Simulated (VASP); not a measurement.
Crystal: Ga.

```
CELL_PARAMETERS angstrom
2.21789 -3.74191 0.00000
2.21789 3.74191 0.00000
0.00000 0.00000 4.42496
ATOMIC_POSITIONS crystal
Ga 0.84436 0.15564 0.08594
Ga 0.65564 0.34436 0.58594
Ga 0.15564 0.84436 0.91406
Ga 0.34436 0.65564 0.41406
```

Base run:

| Property | Result |
| --- | --- |
| Program | VASP 6.6.1 |
| Functional | LDA |
| Potentials or basis | VASP PAW LDA potentials, release 64 (Ga_d) |
| Cutoff | 520 eV |
| k mesh | 8 × 8 × 7 |
| Occupations | methfessel-paxton, width 0.01 eV |
| Spin | no spin polarisation |

Its results: band gap on the k mesh none (metal or under the smearing width); pressure 0.2 GPa; largest force 0.016 eV/Å.

Problem. The run is repeated on the same cell with these changes: occupations from methfessel-paxton, width 0.01 eV to fermi-dirac, width 0.3 eV. What comes out?

Solution. Band gap on the k mesh none (metal or under the smearing width); pressure 0.7 GPa; largest force 0.040 eV/Å.
